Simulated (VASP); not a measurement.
# GaSn (Fmmm) in VASP: reference runs

Reference runs on GaSn: the cell as given.

Program: VASP 6.6.1. These are calculated values, not measurements. Logs are shortened: lines on timing, memory, paths and dates and some standing lists are left out, and cuts for length are marked.

**1. Starting point**

Symmetry: Fmmm, No. 69, orthorhombic system. Conventional cell: a = 5.459 Å, b = 5.806 Å, c = 6.196 Å, α = 90.00°, β = 90.00°, γ = 90.00°. Ga (site symmetry mmm) has 6 Sn at 2.73 to 3.10 Å as nearest neighbours. Sn (site symmetry mmm) is surrounded by 6 Ga at 2.73 to 3.10 Å.

The cell was built by a generator and needn't be a form met in nature.

**2. Single point, PBE**

Contents of INCAR:

```
PREC = Accurate
ENCUT = 520
EDIFF = 1E-7
ISMEAR = -1
SIGMA = 0.05
LREAL = F
LASPH = T
NELM = 100
ALGO = Normal
ISIF = 2
LWAVE = F
LCHARG = F
GGA = PE
NBANDS = 20
```

Contents of KPOINTS:

```
regular mesh
0
Gamma
  8 8 8
```

Contents of POSCAR:

```
GaSn
1.0
    0.0000000000      2.9028814200      3.0982155700
    2.7292512900      0.0000000000      3.0982155700
    2.7292512900      2.9028814200      0.0000000000
Ga Sn
1 1
Direct
    0.5000000000      0.5000000000      0.5000000000
    0.0000000000      0.0000000000      0.0000000000
```

Potentials or basis: VASP PAW PBE potentials, release 64 (Ga_d, Sn_d).

The run is started by

```bash
$ cat potpaw_PBE.64/Ga_d/POTCAR potpaw_PBE.64/Sn_d/POTCAR > POTCAR
$ mpirun -np 1 vasp_std > vasp.out
```

OUTCAR:

```text
PREC = Accurate
   ENCUT = 520
   EDIFF = 1E-7
   ISMEAR = -1
   LREAL = F
   LASPH = T
   NELM = 100
   ISIF = 2
   GGA = PE

 ion  position               nearest neighbor table
   1  0.500  0.500  0.500-   2 2.73   2 2.73   2 2.90   2 2.90   2 3.10   2 3.10
   2  0.000  0.000  0.000-   1 2.73   1 2.73   1 2.90   1 2.90   1 3.10   1 3.10

  LATTYP: Found a face centered orthorhombic cell.
 ALAT       =     5.4585025800
 B/A-ratio  =     1.0636182277
 C/A-ratio  =     1.1351888268

  Lattice vectors:

 A1 = (   0.0000000000,   2.9028814200,   3.0982155700)
 A2 = (   2.7292512900,   0.0000000000,   3.0982155700)
 A3 = (   2.7292512900,   2.9028814200,   0.0000000000)

Analysis of symmetry for initial positions (statically):
=====================================================================
 Subroutine PRICEL returns:
 Original cell was already a primitive cell.

 Routine SETGRP: Setting up the symmetry group for a
 face centered orthorhombic supercell.

 Subroutine GETGRP returns: Found  8 space group operations
 (whereof  8 operations were pure point group operations)
 out of a pool of  8 trial point group operations.

The static configuration has the point symmetry D_2h.

Analysis of symmetry for dynamics (positions and initial velocities):
=====================================================================
 Subroutine PRICEL returns:
 Original cell was already a primitive cell.

 Routine SETGRP: Setting up the symmetry group for a
 face centered orthorhombic supercell.

 Subroutine GETGRP returns: Found  8 space group operations
 (whereof  8 operations were pure point group operations)
 out of a pool of  8 trial point group operations.

The dynamic configuration has the point symmetry D_2h.

 Subroutine INISYM returns: Found  8 space group operations
 (whereof  8 operations are pure point group operations),
 and found     1 'primitive' translations

----------------------------------------------------------------------------------------

                                     Primitive cell

  volume of cell :      49.0924

  direct lattice vectors                    reciprocal lattice vectors
     0.000000000  2.902881420  3.098215570    -0.183200426  0.172242654  0.161383218
     2.729251290  0.000000000  3.098215570     0.183200426 -0.172242654  0.161383218
     2.729251290  2.902881420  0.000000000     0.183200426  0.172242654 -0.161383218
[... 79 lines left out ...]
   LNONCOLLINEAR =      F non collinear calculations
   LSORBIT =      F    spin-orbit coupling
   LASPH  =      T    aspherical Exc in radial PAW
   ENCUT  =  520.0 eV  38.22 Ry    6.18 a.u.   7.89  7.68  7.41*2*pi/ulx,y,z
   NELM   =    100;   NELMIN=  2; NELMDL= -5     # of ELM steps
   EDIFF  = 0.1E-06   stopping-criterion for ELM
   LREAL  =      F    real-space projection
   EDIFFG = 0.1E-05   stopping-criterion for IOM
   NSW    =      0    number of steps for IOM
   IBRION =     -1    ionic relax: 0-MD 1-quasi-New 2-CG
   NFREE  =      0    steps in history (QN), initial steepest desc. (CG)
   ISIF   =      2    stress and relaxation
   ISYM   =      2    0-nonsym 1-usesym 2-fastsym
   POTIM  = 0.5000    time-step for ionic-motion
   TEBEG  =    0.0;   TEEND  =   0.0 temperature during run
   PSTRESS=    0.0 pullay stress
   NELECT =      27.0000    total number of electrons
   NUPDOWN=      -1.0000    fix difference up-down
   EMIN   =  10.00;   EMAX   =-10.00  energy-range for DOS
   EFERMI =   0.00;   METHOD = LEGACY
   ISMEAR =    -1;   SIGMA  =   0.05  broadening in eV -4-tet -1-fermi 0-gaus
   EFERMI_NEDOS =   21; number of points for ismear=-14 and -15
   IALGO  =     38    algorithm
   IMIX   =      4    mixing-type and parameters
     AMIX     =   0.40;   BMIX     =  1.00
     AMIX_MAG =   1.60;   BMIX_MAG =  1.00
  volume/ion in A,a.u.               =      24.55       165.65
  Fermi-wavevector in a.u.,A,eV,Ry     =   1.341296  2.534682 24.477898  1.799075
  Thomas-Fermi vector in A             =   2.469541
   LORBIT       =      0    0 simple, 1 ext, 2 COOP (PROOUT), +10 PAW based schemes
   GGA     = PE    functional components
   LHFCALC =     F    Hartree Fock is set to
   AEXX    =    0.0000 exact exchange contribution
   IVDW    =     0    specifies the selected vdW correction
   LEPSILON=     F    determine dielectric tensor
   LRPA    =     F    only Hartree local field effects (RPA)
 non-spin polarized calculation
  energy-cutoff  :      520.00
  volume of cell :       49.09
 maximum number of plane-waves:      1344
   NGX = 15   NGY = 15   NGZ = 15

 number of electron      27.0000001 magnetization

 Free energy of the ion-electron system (eV)
  ---------------------------------------------------
  ext. energy  EPLUGINS =         0.00000000
  ---------------------------------------------------
  free energy    TOTEN  =        -6.48208996 eV

  energy without entropy =       -6.47263044  energy(sigma->0) =       -6.47736020

 E-fermi :   6.1600     XC(G=0): -10.2275

 val. band max:        6.1243826207   @ k =   0.5000   0.0000   0.1250
 cond. band min:       6.1766611204   @ k =  -0.1250   0.3750   0.2500
 fundamental gap:      0.0522784997
 Fermi energy:         6.1599896040

 k-point     1 :       0.0000    0.0000    0.0000
  band No.  band energies     occupation
      1     -15.2437      2.00000
      2     -15.2336      2.00000
      3     -15.2111      2.00000
      4     -15.2057      2.00000
      5     -15.2047      2.00000
      6      -8.6822      2.00000
[... 541 lines left out ...]
     19      13.3752      0.00000
     20      16.9163      0.00000

 [... further k-points ...]

------------------------ aborting loop because EDIFF is reached ----------------------------------------

  FORCE on cell =-STRESS in cart. coord.  units (eV):
  Direction    XX          YY          ZZ          XY          YZ          ZX
  --------------------------------------------------------------------------------------
  -------------------------------------------------------------------------------------
  Total        2.0455069      0.2542851     -1.2739139      0.0000000      0.0000000      0.0000000
  in kB       66.7570413      8.2988334    -41.5753792      0.0000000      0.0000000      0.0000000
  external PRESSURE =      11.1601652 kB  Pullay stress =       0.0000000 kB

 VOLUME and BASIS-vectors are now :
 -----------------------------------------------------------------------------
  energy-cutoff  :      520.00
  volume of cell :       49.09
      direct lattice vectors                 reciprocal lattice vectors
     0.000000000  2.902881420  3.098215570    -0.183200426  0.172242654  0.161383218
     2.729251290  0.000000000  3.098215570     0.183200426 -0.172242654  0.161383218
     2.729251290  2.902881420  0.000000000     0.183200426  0.172242654 -0.161383218

 POSITION                                       TOTAL-FORCE (eV/Angst)
 -----------------------------------------------------------------------------------
      2.72925      2.90288      3.09822         0.000000      0.000000      0.000000
      0.00000      0.00000      0.00000        -0.000000     -0.000000      0.000000
 -----------------------------------------------------------------------------------
    total drift:                                0.000000     -0.000000      0.000000

  FREE ENERGIE OF THE ION-ELECTRON SYSTEM (eV)
  ---------------------------------------------------
  free  energy   TOTEN  =        -6.4820899578 eV

  energy  without entropy=       -6.4726304385  energy(sigma->0) =       -6.47736020
```

stdout:

```text
POSCAR found type information on POSCAR GaSn
 POSCAR found :  2 types and       2 ions
 scaLAPACK will be used
 LDA part: xc-table for (Slater+PW92), standard interpolation
 POSCAR, INCAR and KPOINTS ok, starting setup
 FFT: planning ... GRIDC
 FFT: planning ... GRID_SOFT
 FFT: planning ... GRID
 WAVECAR not read
 entering main loop
```

Run time: 51 s. Hardware: 1 thread of Intel Xeon Platinum 8488C (Sapphire Rapids), shared host; peak memory 0.24 GiB.

What came out:

| Item | Value |
| --- | --- |
| Free energy | -6.4821 eV |
| Pressure | 1.1 GPa |
| Band gap on the k mesh | none (metal or under the smearing width) |

Levels at points of the mesh, in eV from the Fermi level:
| k point | band 11 | band 12 | band 13 | band 14 | band 15 | band 16 | band 17 | band 18 |
| --- | --- | --- | --- | --- | --- | --- | --- | --- |
| (0.00, 0.00, 0.00) | -10.68 | 0.47 | 1.28 | 1.32 | 2.10 | 4.80 | 6.51 | 6.84 |
| (0.50, 0.00, 0.00) | -7.70 | -7.00 | 1.34 | 1.94 | 2.11 | 2.65 | 3.89 | 4.30 |
| (0.50, 0.50, 0.00) | -8.00 | -4.42 | -2.11 | -1.53 | -0.80 | 3.76 | 9.01 | 11.35 |
| (0.50, 0.00, 0.50) | -7.13 | -4.41 | -3.07 | -2.19 | -0.74 | 3.50 | 7.67 | 11.96 |
| (0.00, 0.50, 0.50) | -6.21 | -4.31 | -4.06 | -2.22 | -1.48 | 3.14 | 8.50 | 10.63 |
